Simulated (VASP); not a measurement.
# H9ClO4 in VASP: notebook, part 2 of 2

VASP 6.6.1. The steps go on from the part before.

## (4) Single point, r2SCAN+D3(BJ)

Input file POSCAR:

```
H9ClO4
1.0
    5.7296700000      0.0000000000      0.0000000000
    0.0000000000      5.7296700000      0.0000000000
    0.0000000000      0.0000000000      5.7296700000
O H Cl
4 9 1
Direct
    0.7038799791      0.3044503436      0.1001279306
    0.7514394372      0.9508924598      0.8171500278
    0.4798007564     -0.0791843160      0.4064108404
   -0.0508406243      0.7507413167      0.3100876665
    0.7239858491      0.1889812153     -0.0123392796
    0.8298558207      0.3251670690      0.2126824058
    0.7277556997      0.7861360253      0.8364530593
    0.5863164894      0.9543132502      0.7348939817
    0.5809060557      0.0795159233      0.3877535704
    0.4166383055     -0.1260805596      0.2761066519
   -0.2203093721      0.7163763358      0.3086565195
   -0.0319739182      0.7423813239      0.1448774537
    0.0596543955      0.6258650149      0.6109252365
    0.2151432805      0.5745357062      0.7573560083
```

Input file INCAR.step1:

```
PREC = Accurate
ENCUT = 520
ISMEAR = -1
SIGMA = 0.05
LREAL = F
LASPH = T
NELM = 100
NBANDS = 33
GGA = PE
ALGO = Normal
EDIFF = 1E-4
LWAVE = T
LCHARG = F
```

Input file INCAR.step2:

```
PREC = Accurate
ENCUT = 520
EDIFF = 1E-6
ISMEAR = -1
SIGMA = 0.05
LREAL = F
LASPH = T
NELM = 100
ALGO = Normal
ISIF = 2
LWAVE = F
LCHARG = F
METAGGA = R2SCAN
LMIXTAU = T
IVDW = 12
VDW_S6 = 1.0
VDW_S8 = 0.78981345
VDW_A1 = 0.49484001
VDW_A2 = 5.73083694
NBANDS = 33
ISTART = 1
```

Input file KPOINTS:

```
regular mesh
0
Gamma
  1 1 1
```

Potentials or basis: VASP PAW PBE potentials, release 64 (O, H, Cl).

Launch:

```sh
$ cat potpaw_PBE.64/O/POTCAR potpaw_PBE.64/H/POTCAR potpaw_PBE.64/Cl/POTCAR > POTCAR
$ cp INCAR.step1 INCAR
$ mpirun -np 1 vasp_gam > vasp.out
$ cp INCAR.step2 INCAR
$ mpirun -np 1 vasp_gam > vasp.out
```

OUTCAR:

```text
PREC = Accurate
   ENCUT = 520
   EDIFF = 1E-6
   ISMEAR = -1
   LREAL = F
   LASPH = T
   NELM = 100
   ISIF = 2
   METAGGA = R2SCAN
   IVDW = 12
   ISTART = 1
 IVDW          = 12

 ion  position               nearest neighbor table
   1  0.704  0.304  0.100-   5 0.93   6 0.98
   2  0.751  0.951  0.817-   7 0.96   8 1.06
   3  0.480  0.921  0.406-  10 0.87   9 1.08
   4  0.949  0.751  0.310-  12 0.95  11 0.99
[... 251 lines left out ...]

 VOLUME and BASIS-vectors are now :
 -----------------------------------------------------------------------------
  energy-cutoff  :      520.00
  volume of cell :      188.10
      direct lattice vectors                 reciprocal lattice vectors
     5.729670000  0.000000000  0.000000000     0.174530121  0.000000000  0.000000000
     0.000000000  5.729670000  0.000000000     0.000000000  0.174530121  0.000000000
     0.000000000  0.000000000  5.729670000     0.000000000  0.000000000  0.174530121

 POSITION                                       TOTAL-FORCE (eV/Angst)
 -----------------------------------------------------------------------------------
      4.03300      1.74440      0.57370        -0.861816      2.865999      2.621201
      4.30550      5.44830      4.68200        -3.574105     -0.371319     -1.759918
      2.74910      5.27597      2.32860         5.039315      4.930095      6.358389
      5.43837      4.30150      1.77670        -1.607368     -0.650352      0.078030
      4.14820      1.08280      5.65897         1.085801     -1.971866     -1.016084
      4.75480      1.86310      1.21860        -0.034635     -0.511553     -1.033395
      4.16980      4.50430      4.79260         0.940306     -0.910393      0.633939
      3.35940      5.46790      4.21070         2.351932      0.810049      0.679109
      3.32840      0.45560      2.22170        -2.353444     -3.385384     -0.700751
      2.38720      5.00727      1.58200        -2.812129     -1.374361     -5.912931
      4.46737      4.10460      1.76850         0.651573      0.536802      0.803400
      5.54647      4.25360      0.83010         0.966879      0.008304     -0.830360
      0.34180      3.58600      3.50040        -0.424846      0.452548     -0.953741
      1.23270      3.29190      4.33940         0.632537     -0.428570      1.033110
 -----------------------------------------------------------------------------------
    total drift:                               -0.001230     -0.001744      0.000020

  FREE ENERGIE OF THE ION-ELECTRON SYSTEM (eV)
  ---------------------------------------------------
  free  energy   TOTEN  =       -71.9234384801 eV

  energy  without entropy=      -71.9234384801  energy(sigma->0) =      -71.92343848
```

OUTCAR.step1:

```text
PREC = Accurate
   ENCUT = 520
   ISMEAR = -1
   LREAL = F
   LASPH = T
[... 278 lines left out ...]
      4.46737      4.10460      1.76850         0.287020      0.465631      0.787808
      5.54647      4.25360      0.83010         1.007159     -0.028518     -1.198668
      0.34180      3.58600      3.50040        -0.605791      0.492432     -1.136126
      1.23270      3.29190      4.33940         0.819032     -0.509015      1.202717
 -----------------------------------------------------------------------------------
    total drift:                               -0.003589     -0.000687     -0.006063

  FREE ENERGIE OF THE ION-ELECTRON SYSTEM (eV)
  ---------------------------------------------------
  free  energy   TOTEN  =       -62.6194434245 eV

  energy  without entropy=      -62.6194434244  energy(sigma->0) =      -62.61944342
```

Wall time 45 s (1 thread of Intel Xeon 6975P-C (Granite Rapids), shared host); peak memory 0.32 GiB.

Results:

```yaml
Free_energy: -71.9234 eV
Pressure: 0.7 GPa
Largest_force: 9.494 eV/Å
Band_gap_on_the_k_mesh: 5.30 eV, direct
Dispersion_energy_per_atom: -0.017 eV
```

Forces in eV/Å, atoms in the order of the input:
```
O   -0.862  2.866  2.621
O   -3.574 -0.371 -1.760
O    5.039  4.930  6.358
O   -1.607 -0.650  0.078
H    1.086 -1.972 -1.016
H   -0.035 -0.512 -1.033
H    0.940 -0.910  0.634
H    2.352  0.810  0.679
H   -2.353 -3.385 -0.701
H   -2.812 -1.374 -5.913
H    0.652  0.537  0.803
H    0.967  0.008 -0.830
H   -0.425  0.453 -0.954
Cl   0.633 -0.429  1.033
```

Caveat: the PAW data sets were made with another functional, which shifts forces and pressure a little. r2SCAN opens gaps a little over a GGA but as a rule still falls short of measured ones.

## (5) Single point, r2SCAN+D3(BJ)

Input file POSCAR:

```
H9ClO4
1.0
    5.7296700000      0.0000000000      0.0000000000
    0.0000000000      5.7296700000      0.0000000000
    0.0000000000      0.0000000000      5.7296700000
O H Cl
4 9 1
Direct
    0.7157829334      0.3008201170      0.0984175354
    0.7492054516      0.9475240284      0.8229793339
    0.4720690720     -0.1067775282      0.4061664982
   -0.0500203328      0.7335675528      0.3227585533
    0.7462558926      0.1510383670     -0.0112048338
    0.8407115942      0.2952177001      0.1878991286
    0.7524168059      0.7758736542      0.8360341870
    0.6339806656      0.9626557899      0.7092206008
    0.5497524290      0.0568270075      0.3340157461
    0.4258011369     -0.1311070271      0.2364185023
   -0.2069229118      0.6795679332      0.3250798039
   -0.0197219037      0.7626966300      0.1726451960
    0.1067600752      0.7062710418      0.5872764051
    0.2058931841      0.5775201713      0.7662046854
```

Input file INCAR.step1:

```
SYSTEM = H9ClO4
PREC = Accurate
ENCUT = 520
ISMEAR = -1
SIGMA = 0.05
LREAL = .FALSE.
LASPH = .TRUE.
NELM = 100
NBANDS = 33
GGA = PE
ALGO = Normal
EDIFF = 1E-4
LWAVE = .TRUE.
LCHARG = .FALSE.
```

Input file INCAR.step2:

```
SYSTEM = H9ClO4
PREC = Accurate
ENCUT = 520
EDIFF = 1E-7
ISMEAR = -1
SIGMA = 0.05
LREAL = .FALSE.
LASPH = .TRUE.
NELM = 100
ALGO = Normal
ISIF = 2
LWAVE = .FALSE.
LCHARG = .FALSE.
METAGGA = R2SCAN
LMIXTAU = .TRUE.
IVDW = 12
VDW_S6 = 1.0
VDW_S8 = 0.78981345
VDW_A1 = 0.49484001
VDW_A2 = 5.73083694
NBANDS = 33
ISTART = 1
```

Input file KPOINTS:

```
Automatic mesh
0
G
  1 1 1
  0 0 0
```

Launch:

```sh
$ cat potpaw_PBE.64/O/POTCAR potpaw_PBE.64/H/POTCAR potpaw_PBE.64/Cl/POTCAR > POTCAR
$ cp INCAR.step1 INCAR
$ mpirun -np 1 vasp_gam > vasp.out
$ cp INCAR.step2 INCAR
$ mpirun -np 1 vasp_gam > vasp.out
```

Wall time 45 s (1 thread of Intel Xeon 6975P-C (Granite Rapids), shared host); peak memory 0.32 GiB.

The run converged. Its results:

| Quantity | Value |
| --- | --- |
| Free energy | -71.9124 eV |
| Pressure | 0.2 GPa |
| Largest force | 6.519 eV/Å |
| Band gap on the k mesh | 5.25 eV, direct |
| Dispersion energy per atom | -0.017 eV |

Forces in eV/Å, atoms in the order of the input:
```
O   -4.377 -2.125 -4.340
O    1.199 -1.790  1.057
O    1.276  3.814 -4.309
O   -0.361 -0.720  4.411
H   -0.755  2.061  1.326
H    4.967  0.200  3.618
H    0.330  0.731  0.307
H   -1.623  0.569 -1.719
H   -0.953 -2.451  2.086
H   -0.214 -0.913  1.874
H   -0.854 -0.140  0.268
H    1.317  0.842 -4.599
H    0.716 -1.039  0.937
Cl  -0.669  0.960 -0.918
```

Stress tensor (GPa, compression positive):
```
 4.30 -0.28  2.31
-0.28 -4.91  0.83
 2.31  0.83  1.16
```

Levels at points of the mesh, in eV from the valence-band top:
```
           k point  band 16  band 17  band 18  band 19  band 20  band 21  band 22  band 23  band 24  band 25
(0.00, 0.00, 0.00)    -1.06    -0.49    -0.43    -0.26     0.00     5.25     8.34     8.64     8.91     9.60
```

Caveat: the PAW data sets were made with another functional, which shifts forces and pressure a little.

## (6) Molecular dynamics, r2SCAN+D3(BJ)

Input file POSCAR:

```
H9ClO4
1.0
    5.7296700000      0.0000000000      0.0000000000
    0.0000000000      5.7296700000      0.0000000000
    0.0000000000      0.0000000000      5.7296700000
O H Cl
4 9 1
Direct
    0.6737560300      0.3224400200      0.0997180900
    0.7549121400      0.9215471400      0.8113041200
    0.5086701600     -0.0354479100      0.4114791600
   -0.0505851300      0.7801405700      0.3140000500
    0.7359434100      0.1672015500      0.0257540900
    0.8072776900      0.3643490300      0.1959072000
    0.7608139700      0.7521358100      0.8499671300
    0.5944476000      0.9568734900      0.7674922100
    0.5659755100      0.1096821700      0.3060200900
    0.3745610500     -0.0295413600      0.2689180600
   -0.2161362900      0.8150391100      0.3068848100
    0.0047838000      0.6808625500      0.1759587900
    0.0479124000      0.5815431500      0.6266762000
    0.2269870100      0.5598313400      0.7475805400
```

Input file INCAR.step1:

```
ALGO = Normal
EDIFF = 1E-4
ENCUT = 520
GGA = PE
ISMEAR = -1
ISYM = 0
LASPH = True
LCHARG = False
LREAL = False
LWAVE = True
NBANDS = 33
NELM = 100
PREC = Accurate
SIGMA = 0.05
```

Input file INCAR.step2:

```
ALGO = Normal
EDIFF = 1E-5
ENCUT = 520
IBRION = 0
ISIF = 2
ISMEAR = -1
ISTART = 1
ISYM = 0
IVDW = 12
LANGEVIN_GAMMA = 20 20 20
LASPH = True
LCHARG = False
LMIXTAU = True
LREAL = False
LWAVE = False
MDALGO = 3
METAGGA = R2SCAN
NBANDS = 33
NELM = 100
NELMIN = 4
NSW = 40
POTIM = 0.5
PREC = Accurate
RANDOM_SEED = 657496 0 0
SIGMA = 0.05
TEBEG = 1500.0
TEEND = 1500.0
VDW_A1 = 0.49484001
VDW_A2 = 5.73083694
VDW_S6 = 1.0
VDW_S8 = 0.78981345
```

Input file KPOINTS:

```
k-points
0
Gamma
  1 1 1
```

Potentials or basis: VASP PAW PBE potentials, release 64 (O, H, Cl).

Launch:

```sh
$ cat potpaw_PBE.64/O/POTCAR potpaw_PBE.64/H/POTCAR potpaw_PBE.64/Cl/POTCAR > POTCAR
$ cp INCAR.step1 INCAR
$ mpirun -np 1 vasp_gam > vasp.out
$ cp INCAR.step2 INCAR
$ mpirun -np 1 vasp_gam > vasp.out
```

It took 15 min on 1 thread of Intel Xeon 6975P-C (Granite Rapids), shared host; peak memory 0.4 GiB.

Results (log left out):

| Item | Value |
| --- | --- |
| Dispersion energy per atom | -0.017 eV |

The path:
```tsv
step	potential energy change (eV)	largest force (eV/Å)	pressure (GPa)	volume (Å³)	temperature (K)
1	0.0000	7.2210	-3.70	188.10	1508
2	-0.0497	7.0403	-3.25	188.10	1432
3	-0.1520	6.5411	-2.72	188.10	1488
4	-0.2866	5.7016	-1.96	188.10	1575
5	-0.4523	4.4144	-1.19	188.10	1676
6	-0.6142	3.5974	-0.47	188.10	1710
7	-0.6842	3.4282	0.34	188.10	1697
8	-0.6331	3.3613	1.23	188.10	1657
9	-0.4865	5.2543	1.80	188.10	1529
10	-0.3787	6.5250	1.82	188.10	1430
11	-0.4021	5.9096	1.17	188.10	1414
12	-0.5228	4.1381	-0.02	188.10	1427
13	-0.5704	3.6734	-1.24	188.10	1457
14	-0.5125	3.8962	-2.27	188.10	1446
15	-0.3987	3.9177	-3.00	188.10	1406
16	-0.2716	3.6790	-3.46	188.10	1333
17	-0.1724	4.2681	-3.53	188.10	1297
18	-0.1663	4.5113	-3.36	188.10	1277
19	-0.2364	4.5625	-2.90	188.10	1269
20	-0.3084	4.4092	-2.17	188.10	1388
21	-0.3512	4.0112	-1.07	188.10	1454
22	-0.3780	5.6735	-0.01	188.10	1425
23	-0.4343	6.0287	0.87	188.10	1431
24	-0.5105	5.2701	1.47	188.10	1517
25	-0.5775	3.5661	1.85	188.10	1606
26	-0.5805	4.9506	1.78	188.10	1581
27	-0.5607	5.4055	1.46	188.10	1555
28	-0.5613	4.9075	0.74	188.10	1529
29	-0.5895	3.6640	-0.28	188.10	1450
30	-0.6190	3.6232	-1.35	188.10	1430
31	-0.6123	3.8321	-2.16	188.10	1410
32	-0.5678	3.8175	-2.74	188.10	1330
33	-0.4803	3.8675	-3.05	188.10	1245
34	-0.3811	4.8533	-2.86	188.10	1184
35	-0.2798	5.5698	-2.40	188.10	1071
36	-0.2130	6.3210	-2.01	188.10	978
37	-0.2048	6.3561	-1.62	188.10	999
38	-0.2309	6.3944	-1.16	188.10	1051
39	-0.2055	6.2016	-0.56	188.10	1080
40	-0.1863	7.2799	-0.11	188.10	1067
```

Caveat: the PAW data sets were made with another functional, which shifts forces and pressure a little.
